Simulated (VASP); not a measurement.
A VASP calculation is set up with these files.

INCAR:
```
ALGO = Normal
EDIFF = 1E-6
ENCUT = 300
ISIF = 2
ISMEAR = 0
LASPH = .True.
LCHARG = .False.
LMAXMIX = 4
LREAL = .False.
LWAVE = .False.
NELM = 100
PREC = Accurate
SIGMA = 0.1
SYSTEM = Zr2Al
```

POSCAR:
```
Zr2Al
1
   -3.4032470000     3.4032470000     2.6726530000
    3.4032470000    -3.4032470000     2.6726530000
    3.4032470000     3.4032470000    -2.6726530000
Zr Al
4 2
Direct
  0.3486000000   0.1514000000   0.5000000000
  0.6514000000   0.8486000000   0.5000000000
  0.1514000000   0.6514000000   0.8028000000
  0.8486000000   0.3486000000   0.1972000000
  0.2500000000   0.2500000000   0.0000000000
  0.7500000000   0.7500000000   0.0000000000
```

### KPOINTS
```
K-points
0
G
5 5 5
0 0 0
```

POTCAR, in this order: Zr_sv Al (LDA.64 set). Program: vasp_std.

Task: Write an equivalent input for Quantum ESPRESSO's pw.x.

Result: One equivalent input (not run):
```
&CONTROL
  calculation = 'scf'
  pseudo_dir = './pseudo'
  outdir = './out'
  tprnfor = .true.
  tstress = .true.
/
&SYSTEM
  ibrav = 0
  nat = 6
  ntyp = 2
  ecutwfc = 70
  occupations = 'smearing'
  smearing = 'gaussian'
  degauss = 0.00735
  input_dft = 'pz'
/
&ELECTRONS
  conv_thr = 7.3e-08
  electron_maxstep = 100
/
ATOMIC_SPECIES
  Zr 91.224 Zr.upf
  Al 26.982 Al.upf
CELL_PARAMETERS angstrom
    -3.4032470    3.4032470    2.6726530
     3.4032470   -3.4032470    2.6726530
     3.4032470    3.4032470   -2.6726530
ATOMIC_POSITIONS crystal
  Zr   0.3486000  0.1514000  0.5000000
  Zr   0.6514000  0.8486000  0.5000000
  Zr   0.1514000  0.6514000  0.8028000
  Zr   0.8486000  0.3486000  0.1972000
  Al   0.2500000  0.2500000  0.0000000
  Al   0.7500000  0.7500000  0.0000000
K_POINTS automatic
  5 5 5 0 0 0
```
Limits of the translation: the potentials are each code's own (VASP's PAW set, PseudoDojo norm-conserving files in pw.x), so ENCUT and ecutwfc are chosen apart and not converted; conv_thr bounds pw.x's estimated SCF error, while EDIFF bounds the energy change between steps.

The structure comes from a computed database's Zr2Al entry (I4/mcm); how it stands against other phases isn't given here. The cell was not relaxed at this level. The run is one of a series of settings (GGA removed, POTCAR Zr_sv Al (LDA.64 set) against the base run), some of them coarse on purpose.
